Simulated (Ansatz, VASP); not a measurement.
# Zn (hcp) in two plane-wave programs

Wanted: the spread between two codes on one cell, functional and k mesh. The cell is taken from a series of runs on this material, whose earlier steps may have relaxed, scaled, displaced or heated it; both programs get it as it stands.

Program: Ansatz 0.2.0. Level of theory: plane waves, with VASP 6.6.1 beside it; single point at PBE0. Results are calculated unless marked as measured.

## (1) The starting structure

Symmetry: P6_3/mmc, No. 194, hexagonal system. Conventional cell: a = 2.651 Å, b = 2.651 Å, c = 5.002 Å, α = 90.00°, β = 90.00°, γ = 120.00°. Nearest to Zn lie 12 Zn at 2.65 to 2.93 Å.

Coordinates:

```cif
data_structure
_symmetry_space_group_name_H-M 'P 1'
_symmetry_Int_Tables_number 1
_cell_length_a 2.6515
_cell_length_b 2.6515
_cell_length_c 5.0022
_cell_angle_alpha 90.000
_cell_angle_beta 90.000
_cell_angle_gamma 120.000
_cell_volume 30.46
loop_
_atom_site_label
_atom_site_type_symbol
_atom_site_fract_x
_atom_site_fract_y
_atom_site_fract_z
_atom_site_occupancy
Zn1 Zn 0.33333 0.66667 0.25000 1
Zn2 Zn 0.66667 0.33333 0.75000 1
```

## (2) Ansatz: single point, PBE0

Ansatz runs on its default PAW (the set named soft_2) files.

A single point gives forces, pressure and levels at one fixed geometry, so differences don't come from the geometry; what else differs is listed under the comparison.

The input, input.yaml:

```yaml
crystal:
  lattice:
    - [2.6514591208, 0.0, 0.0]
    - [-1.3257295604, 2.2962309557, 0.0]
    - [0.0, 0.0, 5.0022283491]
  atoms:
    - { symbol: Zn, position: [0.3333333333, 0.6666666667, 0.25] }
    - { symbol: Zn, position: [0.6666666667, 0.3333333333, 0.75] }
basis:
  ecutwfc: 420
  xc_grid: 2
hamiltonian:
  xc: pbe0
kpoints:
  mp_grid: { grid: [10, 10, 5] }
scf:
  occupations: { method: fermi_dirac, width: 0.05 }
  max_iter: 150
output:
  forces: true
  stress: true
checkpoint:
  write: "../pbe0.run"
  compress: false
  write_wavefunctions: false
  write_every: 100000
```

Launch:

```sh
> ansatz run input.yaml --threads 4 --pin off --max-ram 9420MiB --backend cpu --events-out ev --progress --plain --runs-dir out
```

Numbers of over 12 decimals in the logs are rounded to 6 here.

Log:

```text
Warning: output.stress: scf.convergence.dr2_threshold = 1e-7 eV (the SCF's general default) is looser than the 2e-10 eV advised for a printed stress (1e-10 eV for each atom of the cell: 2). What an SCF threshold leaves in a stress goes as its square root, and in the free energy as the threshold itself, and one threshold admits the most on a small cell: [figures from the program's tests cut] Set scf.convergence.dr2_threshold to 2e-10 eV or tighter. The threshold is an SCF's pass mark: one that does not reach it within its budget of iterations ends unconverged, or closes short of it on a stop that the run arms, and scf.convergence.dr2_threshold's page says what that costs each kind of run
Warning: output.stress: scf.exx.energy_threshold = 1e-6 eV is looser than the 2e-8 eV advised for a stress under a hybrid functional (1e-8 eV for each atom of the cell: 2). Every SCF of the exchange loop can meet its threshold on dr2 while the loop round them stops early: no threshold on dr2 bounds what that leaves in the stress. Set scf.exx.energy_threshold to 2e-8 eV or tighter. The threshold is the loop's pass mark: a loop that does not reach it within its budget of cycles ends unconverged, and scf.exx.energy_threshold's page has the law
Engine: ansatz 0.2.0, aarch64-unknown-linux-gnu
Pseudopotentials: kind: paw
Pseudopotential: Zn, paw, valence charge 12, recommended cutoff 420 eV (normal), Zn.paw.azcp
Functional definition: PBE0
  parameter a = 0.25
  parameter kappa = 0.804
  parameter beta = 0.066725
  exchange = (1 - a)*pbe_x(kappa = kappa, mu = beta*pi^2/3) + a*exact_x
  correlation = pbe_c(beta = beta)
Crystal: 2 atoms, lattice volume = 30.455 Å³
Basis set: ecut = 420 eV, 623 PW (Γ), exchange–correlation on 36×36×72 points (8 copies of the dense FFT grid, shifted against one another)
Bands: 16, of which v1, the nominal top of the filled ones, is band 12 counted from 1 (11 counted from 0)
Symmetry: 24 space group operations
Space group: P63/mmc (ITA 194), of the structure as read, at distance tolerance 3.1e-5 Å
k-points: 42 of 500
Non-local potential: Zn, projectors of the file, l = 0: 2, l = 1: 2, l = 2: 3, l = 3: 1
PAW form: soft (Blöchl's): semilocal exchange-correlation on the pseudo side does not see the compensation charge
PAW frozen core: Zn, regenerated for the run's functional, and the local potential with it (the file was generated under x = pbe(κ = 0.804, μ = 0.219515), c = pbe(β = 0.066725))
PAW one-centre angular grid: Zn, 590 points (default); XC on 64 Gauss nodes
Initial density: superposition of atomic densities (neutral atoms: chi_scale 0, normalization atom), corrected by the library's trained network
Initial wavefunctions: pseudopotential atomic-orbital guess
Functional: x = pbe(κ = 0.804, μ = 0.219515), c = pbe(β = 0.066725), warm-up for x = 0.75 pbe(κ = 0.804, μ = 0.219515) + 0.25 exact, c = pbe(β = 0.066725)
SCF iter   1: F=—  HF=-6638.077507 eV  |F-HF|=—  |Δ(HF+E_count)|=         —  Δρ=2.76e-3  dr2=1.21e-3  ethr=1.77e-3  ⟨swp⟩=10.2  Hψ=3287  notcnv=1
preconditioner: auto → none  [insulator: Δε(μ)=0.294 eV  Ē_g=13.145 eV  σ=0.050 eV  W_gap=0.85  n_scr=4 (ndim 8)  ℏωp=33.0 eV  f_vac=0.000  D(μ)=0.24/eV (n_scr^D=0)]
SCF iter   2: F=—  HF=-6638.077293 eV  |F-HF|=—  |Δ(HF+E_count)|=   2.15e-4  Δρ=1.96e-3  dr2=6.51e-4  ethr=5.03e-6  ⟨swp⟩=4.1  Hψ=2387  notcnv=0  defer=2
iter 3 solved again at ethr=7.21e-8 eV; its pass at ethr=2.71e-6 eV (dr2=1.73e-5 eV) is discarded
SCF iter   3: F=—  HF=-6638.076999 eV  |F-HF|=—  |Δ(HF+E_count)|=   2.93e-4  Δρ=3.34e-4  dr2=1.70e-5  ethr=7.21e-8  ⟨swp⟩=2.5  Hψ=2857  notcnv=0
SCF iter   4: F=—  HF=-6638.077022 eV  |F-HF|=—  |Δ(HF+E_count)|=   2.29e-5  Δρ=3.73e-5  dr2=1.50e-7  ethr=7.09e-8  ⟨swp⟩=3.0  Hψ=1272  notcnv=0
SCF iter   5: F=—  HF=-6638.077023 eV  |F-HF|=—  |Δ(HF+E_count)|=   6.04e-7  Δρ=6.19e-6  dr2=4.64e-9  ethr=6.24e-10  ⟨swp⟩=4.0  Hψ=2108  notcnv=0
SCF iter   6: F=—  HF=-6638.077023 eV  |F-HF|=—  |Δ(HF+E_count)|=  7.37e-11  Δρ=2.59e-6  dr2=5.96e-10  ethr=1.93e-11  ⟨swp⟩=4.0  Hψ=2059  notcnv=0
SCF iter   7: F=-6638.077023 eV  HF=-6638.077023 eV  |F-HF|=7.28e-12  |Δ(HF+E_count)|=   1.04e-9  Δρ=9.75e-8  dr2=1.56e-12  ethr=2.48e-12  ⟨swp⟩=3.0  Hψ=1291  notcnv=0
SCF 1 converged in 7 iterations: F = -6638.077023 eV  dr2 = 1.56e-12
  greatest PAW one-centre occupation: 0.981 electrons in one spin orbital (limit 2), on the Zn atom at site 1 (counted from 0), in its partial waves of l = 2
Initial density: handed on by an earlier stage of this run
Initial wavefunctions: those handed on with the density
Functional: x = 0.75 pbe(κ = 0.804, μ = 0.219515) + 0.25 exact, c = pbe(β = 0.066725)
Frozen-core exchange: fock
iter 1 solved again at ethr=6.74e-4 eV; its pass at ethr=1.00e-1 eV (dr2=1.62e-1 eV) is discarded
SCF iter   1: F=—  HF=-6638.066371 eV  |F-HF|=—  |Δ(HF+E_count)|=         —  Δρ=3.27e-2  dr2=1.66e-1  ethr=6.74e-4  ⟨swp⟩=3.3  Hψ=2836  notcnv=0
preconditioner: auto → none  [insulator: Δε(μ)=0.480 eV  Ē_g=16.898 eV  σ=0.050 eV  W_gap=0.73  n_scr=4 (ndim 8)  ℏωp=33.0 eV  f_vac=0.000  D(μ)=0.20/eV (n_scr^D=0)]
SCF iter   2: F=—  HF=-6638.022839 eV  |F-HF|=—  |Δ(HF+E_count)|=   4.35e-2  Δρ=1.53e-3  dr2=1.12e-3  ethr=6.72e-4  ⟨swp⟩=3.3  Hψ=1954  notcnv=0
SCF iter   3: F=—  HF=-6638.017900 eV  |F-HF|=—  |Δ(HF+E_count)|=   4.94e-3  Δρ=4.72e-3  dr2=3.04e-3  ethr=2.88e-6  ⟨swp⟩=4.0  Hψ=2369  notcnv=0
SCF iter   4: F=—  HF=-6638.017989 eV  |F-HF|=—  |Δ(HF+E_count)|=   8.88e-5  Δρ=1.32e-3  dr2=2.46e-4  ethr=2.88e-6  ⟨swp⟩=3.1  Hψ=1316  notcnv=0  defer=1
SCF iter   5: F=-6638.018044 eV  HF=-6638.018046 eV  |F-HF|=1.58e-6  |Δ(HF+E_count)|=   5.68e-5  Δρ=5.01e-5  dr2=3.28e-6  ethr=8.94e-7  ⟨swp⟩=3.2  Hψ=1337  notcnv=0  defer=3
SCF 2 stopped early in 5 iterations: F = -6638.018044 eV  dr2 = 3.28e-6
  greatest PAW one-centre occupation: 0.984 electrons in one spin orbital (limit 2), on the Zn atom at site 1 (counted from 0), in its partial waves of l = 2
hybrid outer 1: dexx = +1.684e-2 eV, tail = 8.51e-5 eV
Frozen-core exchange: fock
SCF iter   1: F=—  HF=-6638.017787 eV  |F-HF|=—  |Δ(HF+E_count)|=         —  Δρ=6.19e-5  dr2=1.36e-6  ethr=1.77e-6  ⟨swp⟩=5.0  Hψ=1658  notcnv=0
preconditioner: auto → none  [insulator: Δε(μ)=0.383 eV  Ē_g=16.500 eV  σ=0.050 eV  W_gap=0.59  n_scr=4 (ndim 8)  ℏωp=33.0 eV  f_vac=0.000  D(μ)=0.16/eV (n_scr^D=0)]
SCF iter   2: F=—  HF=-6638.017792 eV  |F-HF|=—  |Δ(HF+E_count)|=   5.06e-6  Δρ=2.76e-5  dr2=4.07e-7  ethr=1.99e-9  ⟨swp⟩=4.1  Hψ=2362  notcnv=0  defer=1
SCF iter   3: F=—  HF=-6638.017792 eV  |F-HF|=—  |Δ(HF+E_count)|=   4.05e-7  Δρ=2.15e-5  dr2=1.21e-7  ethr=9.30e-10  ⟨swp⟩=4.0  Hψ=1823  notcnv=0  defer=1
SCF iter   4: F=—  HF=-6638.017792 eV  |F-HF|=—  |Δ(HF+E_count)|=   8.82e-8  Δρ=7.09e-6  dr2=1.07e-8  ethr=3.23e-10  ⟨swp⟩=3.1  Hψ=1299  notcnv=0  defer=22
SCF iter   5: F=-6638.017792 eV  HF=-6638.017792 eV  |F-HF|=9.80e-10  |Δ(HF+E_count)|=   8.19e-9  Δρ=1.92e-6  dr2=6.46e-10  ethr=3.94e-11  ⟨swp⟩=4.2  Hψ=2232  notcnv=0  defer=2
SCF 3 converged in 5 iterations: F = -6638.017792 eV  dr2 = 6.46e-10
  Residual-converged pass: ⟨swp⟩=2.0  Hψ=907  notcnv=0  max |occ|·‖R‖ = 2.4e-6 eV (tolerance 2.4e-6 eV)  dr2=6.41e-10  dr2_onsite=5.14e-10  max |Δocc| = 1.7e-13
hybrid outer 2: dexx = +6.235e-6 eV, tail = 3.63e-8 eV, Δε = 1.30e-2 eV (about 4.18e-4 eV left of the loop's levels)
hybrid SCF converged: 2 outer / 10 inner (+7 warm-up), last move |dexx| = 6.23e-6 eV, tail = 3.63e-8 eV
Stability not checked: this state was not tested for a lower state beside it, because the functional holds exact exchange (a hybrid, or Hartree-Fock), whose exchange loop this test does not read (fock_operator; see scf.lower_state_search)
Free energy (F): -6638.017792 eV
Frozen-core exchange: fock
Harris-Foulkes:  -6638.017792 eV  (|F-HF|=9.80e-10)
Internal energy: -6638.016451 eV  (E = F + TS)
E sigma→0 (E₀):  -6638.017122 eV
Entropy (-TS):   -0.001341 eV (-0.671 meV/atom)
Fermi energy:    10.541442 eV
--- Per-component energies (eV) ---
  E_band       = 37.796668
  E_kinetic    = 261.164536
  E_local      = -3098.273192  (includes V_loc(G=0)·N_el)
  E_nonlocal   = 1230.077458
  E_hartree    = 1307.771766
  E_xc         = -210.782219
  E_vxc        = -80.626459  (∫ρ·V_xc dr)
  E_exx        = -92.765599  (= α·E_x^exact, valence–valence)
  E_paw        = -3628.368225  (= ΣΔE_a)
  E_vpaw       = -704.559238  (= ΣTr[D̂ρ^β])
  E_aug_tail   = -0.000751  (compensation charges beyond the density's cutoff)
  E_ewald      = -2408.000878
  E_core_change = 1.160653  (= ΣΔE_core)
  E_smearing   = -0.001341  (= −TS)
  E_closure    = 0.000000  (closes the sum)
  Σ components = -6638.017792   (vs F -6638.017792, Δ=0.00e0)
--- Forces (eV/Å), atoms counted from 1 ---
  atom   1  Zn     0.00000000     0.00000000     0.00000000
  atom   2  Zn     0.00000000    -0.00000000     0.00000000
  max |Σ_I F_I| component: 1.85e-17 eV/Å
--- Stress (GPa, compression-positive) ---
       -0.000317      -0.000000       0.000000
       -0.000000      -0.000317       0.000000
        0.000000       0.000000      -0.634390
  P = ⅓ Tr σ = -0.2117 GPa (-2.117 kbar)
--- Band table (eV; the first three rows and the last of 42) ---
  k-point 0: bands = [... 8 lower, 0.9785, 1.1789, 1.1789, 6.3819, 6.7500, 25.4440]
  k-point 1: bands = [... 8 lower, 1.0042, 1.1651, 1.1651, 3.8898, 9.8931, 22.2933]
  k-point 2: bands = [... 8 lower, 1.0634, 1.1243, 1.1243, 1.8636, 14.0635, 18.1294]
  k-point 41: bands = [... 8 lower, 1.1443, 1.2017, 9.8028, 11.3636, 13.7511, 13.9894]
  guard bands above this table: 2 of the run's 16 bands. The solve was not asked for them (output.publish_guard_bands: true or output.eigenvalues: true publishes all)
```

The run ends at a pressure of -0.21 GPa.

## (3) VASP: single point, PBE0

The same cell, functional, mesh and smearing now go to VASP, with its own data sets.

Lines of VASP's logs that name or quote its potential files are left out, and so is its time.

The run reads the wave functions of an earlier VASP run, which isn't shown here.

The input, INCAR:

```
SYSTEM = Zn
PREC = Accurate
ENCUT = 400
EDIFF = 1E-06
NELM = 100
ISMEAR = -1
SIGMA = 0.05
LREAL = .FALSE.
ALGO = Normal
LHFCALC = .TRUE.
AEXX = 0.25
GGA = PE
LASPH = .TRUE.
NBANDS = 18
PRECFOCK = Fast
LORBIT = 11
LWAVE = .FALSE.
LCHARG = .FALSE.
KPAR = 8
ISIF = 2
```

The input, POSCAR:

```
Zn
1.0
    2.6514591208      0.0000000000      0.0000000000
   -1.3257295604      2.2962309557      0.0000000000
    0.0000000000      0.0000000000      5.0022283491
Zn
2
Direct
    0.3333333333      0.6666666667      0.2500000000
    0.6666666667      0.3333333333      0.7500000000
```

The input, KPOINTS:

```
Automatic mesh
0
Gamma
10 10 5
0 0 0
```

Potentials, in the order of the species: Zn (PBE family, release 64).

Launch:

```sh
> mpirun -np 8 vasp_std
```

Log:

```text
[banner, memory and clock lines left out]
running    8 mpi-ranks, on    1 nodes
 distrk:  each k-point on    1 cores,    8 groups
 distr:  one band on    1 cores,    1 groups

 POSCAR found type information on POSCAR Zn
 POSCAR found :  1 types and       2 ions
|                                                                             |
|           W    W    AA    RRRRR   N    N  II  N    N   GGGG   !!!           |
|           W    W   A  A   R    R  NN   N  II  NN   N  G    G  !!!           |
|           W    W  A    A  R    R  N N  N  II  N N  N  G       !!!           |
|           W WW W  AAAAAA  RRRRR   N  N N  II  N  N N  G  GGG   !            |
|           WW  WW  A    A  R   R   N   NN  II  N   NN  G    G                |
|           W    W  A    A  R    R  N    N  II  N    N   GGGG   !!!           |
|                                                                             |
|     For optimal performance we recommend to set                             |
|       NCORE = 2 up to number-of-cores-per-socket                            |
|     NCORE specifies how many cores store one orbital (NPAR=cpu/NCORE).      |
|     This setting can greatly improve the performance of VASP for DFT.       |
|     The default, NCORE=1 might be grossly inefficient on modern             |
|     multi-core architectures or massively parallel machines. Do your        |
|     Unfortunately you need to use the default for GW and RPA                |
|     calculations (for HF NCORE is supported but not extensively tested      |
|     yet).                                                                   |
|                                                                             |

 LDA part: xc-table for (Slater+PW92), standard interpolation
 found WAVECAR, reading the header
 POSCAR, INCAR and KPOINTS ok, starting setup
 FFT: planning ... GRIDC
 FFT: planning ... GRID_SOFT
 FFT: planning ... GRID
 reading WAVECAR
 the WAVECAR file was read successfully
 initial charge from wavefunction
 entering main loop
       N       E                     dE             d eps       ncg     rms          rms(c)
DAV:   1    -0.261513895432E+01   -0.26151E+01   -0.76545E-01  2026   0.220E+01    0.186E+00
DAV:   2    -0.255988988129E+01    0.55249E-01   -0.27499E-01  1772   0.895E+00    0.543E-01
DAV:   3    -0.256224101137E+01   -0.23511E-02   -0.25805E-02  1938   0.298E+00    0.344E-01
DAV:   4    -0.256262833091E+01   -0.38732E-03   -0.10243E-03  1586   0.289E-01    0.193E-01
DAV:   5    -0.256255228406E+01    0.76047E-04   -0.18516E-04  1674   0.271E-01    0.106E-01
DAV:   6    -0.256254271955E+01    0.95645E-05   -0.11797E-05  1894   0.471E-02    0.629E-02
DAV:   7    -0.256253532864E+01    0.73909E-05   -0.13642E-06  1076   0.206E-02    0.385E-02
DAV:   8    -0.256253164630E+01    0.36823E-05   -0.50129E-07   840   0.953E-03    0.234E-02
DAV:   9    -0.256252971618E+01    0.19301E-05   -0.22925E-07   796   0.485E-03    0.140E-02
DAV:  10    -0.256252866799E+01    0.10482E-05   -0.43840E-08   796   0.247E-03    0.847E-03
DAV:  11    -0.256252807792E+01    0.59007E-06   -0.19194E-08   794   0.144E-03
   1 F= -.25625281E+01 E0= -.25619671E+01  d E =-.112189E-02
```

From OUTCAR (step 3):

```text
ion  position               nearest neighbor table
   1  0.333  0.667  0.250-   2 2.93   2 2.93   2 2.93   2 2.93   2 2.93   2 2.93
   2  0.667  0.333  0.750-   1 2.93   1 2.93   1 2.93   1 2.93   1 2.93   1 2.93

  LATTYP: Found a hexagonal cell.
 ALAT       =     2.6514591208
 C/A-ratio  =     1.8865945584

 Subroutine GETGRP returns: Found 24 space group operations
 (whereof 12 operations were pure point group operations)

The static configuration has the point symmetry D_3d.
 The point group associated with its full space group is D_6h.

 Found     42 irreducible k-points:

   k-points           NKPTS =     42   k-points in BZ     NKDIM =    500   number of bands    NBANDS=     18

   dimension x,y,z NGX =    18 NGY =   18 NGZ =   36
   dimension x,y,z NGXF=    36 NGYF=   36 NGZF=   72

   ENCUT  =  400.0 eV  29.40 Ry    5.42 a.u.   4.32  4.32  8.16*2*pi/ulx,y,z

   NELECT =      24.0000    total number of electrons

 k-points in reciprocal lattice and weights: Automatic mesh
   0.00000000  0.00000000  0.00000000       0.002
   0.10000000  0.00000000  0.00000000       0.012
   0.20000000  0.00000000  0.00000000       0.012
   0.30000000  0.00000000  0.00000000       0.012
   0.40000000  0.00000000  0.00000000       0.012
   0.50000000  0.00000000  0.00000000       0.006
   0.10000000  0.10000000  0.00000000       0.012
   0.20000000  0.10000000  0.00000000       0.024
   0.30000000  0.10000000  0.00000000       0.024
[...]
0.40000000  0.20000000  0.40000000       0.024
   0.30000000  0.30000000  0.40000000       0.024

  exchange ACFDT corr.  =         0.00000000  see jH, gK, PRB 81, 115126

 average (electrostatic) potential at core
       1 -28.9567       2 -28.9567

 E-fermi :   2.6381

 k-point     1 :       0.0000    0.0000    0.0000
  band No.  band energies     occupation
    ...
      9      -6.8876      2.00000
     10      -6.6850      2.00000
     11      -6.6850      2.00000
     12      -1.5144      2.00000
     13      -1.1548      2.00000
     14      17.6207      0.00000
     15      21.2398      0.00000
     16      22.5091      0.00000
     17      22.5091      0.00000
     18      23.8506      0.00000

 k-point     2 :       0.1000    0.0000    0.0000
  band No.  band energies     occupation
    ...
      9      -6.9138      2.00000
     10      -6.8137      2.00000
     11      -6.6830      2.00000
     12      -0.9942      2.00000
     13      -0.9184      2.00000
     14      17.9647      0.00000
     15      18.3400      0.00000
     16      20.3766      0.00000
     17      21.2242      0.00000
     18      22.1961      0.00000

 k-point     3 :       0.2000    0.0000    0.0000
  band No.  band energies     occupation
    ...
      9      -6.9765      2.00000
     10      -6.9638      2.00000
     11      -6.6838      2.00000
     12      -0.1708      2.00000
     13       0.4139      2.00000
     14      13.4428      0.00000
     15      18.0717      0.00000
     16      18.6759      0.00000
     17      19.0767      0.00000
     18      20.4759      0.00000

  Total       -0.1221462     -0.1221462     -0.2525727     -0.0000000      0.0000000      0.0000000
  in kB       -6.4257904     -6.4257904    -13.2871867     -0.0000000      0.0000000      0.0000000
  external PRESSURE =      -8.7129225 kB  Pullay stress =       0.0000000 kB

  energy-cutoff  :      400.00
  volume of cell :       30.46
      direct lattice vectors                 reciprocal lattice vectors
     2.651459121  0.000000000  0.000000000     0.377150827  0.217748131  0.000000000
    -1.325729560  2.296230956  0.000000000     0.000000000  0.435496263  0.000000000
     0.000000000  0.000000000  5.002228349     0.000000000  0.000000000  0.199910906

 POSITION                                       TOTAL-FORCE (eV/Angst)
 -----------------------------------------------------------------------------------
     -0.00000      1.53082      1.25056         0.000000     -0.000000      0.000000
      1.32573      0.76541      3.75167        -0.000000      0.000000     -0.000000
 -----------------------------------------------------------------------------------
    total drift:                               -0.000000     -0.000000      0.000000

  FREE ENERGIE OF THE ION-ELECTRON SYSTEM (eV)
  ---------------------------------------------------
  free  energy   TOTEN  =        -2.5625280779 eV

  energy  without entropy=       -2.5614061842  energy(sigma->0) =       -2.56196713

 total charge
# of ion       s       p       d       tot
------------------------------------------
    1        0.574   0.453   9.755  10.782
    2        0.574   0.453   9.755  10.782
--------------------------------------------------
tot          1.148   0.907  19.509  21.564

[... 3 further parts left out ...]
```

The run ends at a pressure of -0.87 GPa.

## (4) Differences

Known differences besides the potentials themselves: exact exchange at q = 0 is treated differently, which shows on coarse meshes; VASP keeps PBE cores, Ansatz makes them for the functional; the cutoff is 420 eV in Ansatz and 400 eV in VASP; VASP takes a coarser grid for exact exchange (PRECFOCK = Fast). Total energies have different zeros and are not compared.

Compared:

| quantity | Ansatz | VASP | difference |
| --- | --- | --- | --- |
| pressure (GPa) | -0.21 | -0.87 | +0.66 |

## (5) What came out

- difference in pressure (single point, PBE0): 0.66 GPa

**Reading.** The difference in pressure is 0.66 GPa (single point, PBE0), within the 1 GPa picked in this series as the mark of a large difference. Such differences can come from data sets, numerical settings and the points named under the comparisons, not from the functional's error against experiment.

[Lines on the potential files, build, host, timing and source positions are cut from VASP's logs without a mark.]

[Logs are printed without paths, hosts, clocks, repeated set-up lines and the standing remarks that a program may print on its own settings, such as how far it seeks lower states.]

[Hosts, paths, dates, database ids (printed as entryN), source tags and the programs' standing remarks are cut or masked in the printed files.]
